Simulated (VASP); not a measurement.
K:

```
CELL_PARAMETERS angstrom
-2.61250 2.61250 2.61250
2.61250 -2.61250 2.61250
2.61250 2.61250 -2.61250
ATOMIC_POSITIONS crystal
K 0.00000 0.00000 0.00000
```

* Program: VASP 6.6.1
* Task: relaxation of cell and atoms
* Functional: LDA
* Potentials or basis: VASP PAW LDA potentials, release 64 (K_sv)
* Cutoff: 600 eV
* k mesh: 12 × 12 × 12
* Occupations: methfessel-paxton, width 0.1 eV
* Spin: no spin polarisation

At the start: pressure -0.4 GPa; volume 71.32 Å³/atom.

Q: How do energy, volume and symmetry change on relaxing?

A: Over 5 steps the energy falls by 9.6 meV/atom and the volume is 64.20 Å³/atom (-10.0 %); space group Im-3m (No. 229, to 0.05 Å).

The path:
```
step  energy change (eV)  largest force (eV/Å)  pressure (GPa)  volume (Å³)
   1              0.0000                0.0000           -0.39        71.32
   2             -0.0040                0.0000           -0.31        69.54
   3             -0.0087                0.0000           -0.14        66.24
   4             -0.0054                0.0000            0.34        59.97
   5             -0.0096                0.0000           -0.01        64.20
```

Final structure:
```yaml
crystal:
  lattice:
    - [-2.52247, 2.52247, 2.52247]
    - [2.52247, -2.52247, 2.52247]
    - [2.52247, 2.52247, -2.52247]
  atoms:
    - { symbol: K, position: [0.00000, 0.00000, 0.00000] }
```
